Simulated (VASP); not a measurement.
VASP input:

**POSCAR**
```
ZrN
1
    0.0000000000     2.2891157423     2.2891157423
    2.2891157423    -0.0000000000     2.2891157423
    2.2891157423     2.2891157423    -0.0000000000
Zr N
1 1
Direct
  0.0000000000   0.0000000000   0.0000000000
  0.5000000000   0.5000000000   0.5000000000
```

### KPOINTS
```
Automatic mesh
0
Gamma
15 15 15
0 0 0
```

**INCAR**
```
AGGAC  =  0.0
LORBIT  =  11   ! lm-projected
ENCUT  =  520   ! plane-wave cut-off (eV)
LREAL  =  .FALSE.   ! projection in real space or not
ISMEAR  =  -5
LASPH  =  .TRUE.
LUSE_VDW  =  .TRUE.
EDIFF  =  1E-7
LWAVE  =  .FALSE.
SYSTEM  =  ZrN
PARAM2  =  1.0
ALGO  =  Normal
PREC  =  Accurate
NELM  =  100
LCHARG  =  .TRUE.
PARAM1  =  0.1234
NEDOS  =  601   ! DOS grid
LMAXMIX  =  4
ISIF  =  2
GGA  =  MK
```

POTCAR, in this order: Zr_sv N (PBE.64 set). Program: vasp_std.

Task: Translate this optB86b-vdW calculation to Quantum ESPRESSO's pw.x.

Result: One equivalent input (not run):
```
&CONTROL
  calculation = 'scf'
  pseudo_dir = './pseudo'
  outdir = './out'
  tprnfor = .true.
  tstress = .true.
/
&SYSTEM
  ibrav = 0
  nat = 2
  ntyp = 2
  ecutwfc = 84
  occupations = 'tetrahedra'
  input_dft = 'vdw-df-ob86'
/
&ELECTRONS
  conv_thr = 7.3e-09
  electron_maxstep = 100
/
ATOMIC_SPECIES
  Zr 91.224 Zr.upf
  N 14.007 N.upf
CELL_PARAMETERS angstrom
     0.0000000    2.2891157    2.2891157
     2.2891157   -0.0000000    2.2891157
     2.2891157    2.2891157   -0.0000000
ATOMIC_POSITIONS crystal
  Zr   0.0000000  0.0000000  0.0000000
  N    0.5000000  0.5000000  0.5000000
K_POINTS automatic
  15 15 15 0 0 0
```
The two are equivalent in intent, not identical: the potentials are each code's own (VASP's PAW set, PseudoDojo norm-conserving files in pw.x), so ENCUT and ecutwfc are chosen apart and not converted; conv_thr bounds pw.x's estimated SCF error, while EDIFF bounds the energy change between steps.

The compound is ZrN in the rock salt structure. It was relaxed first.
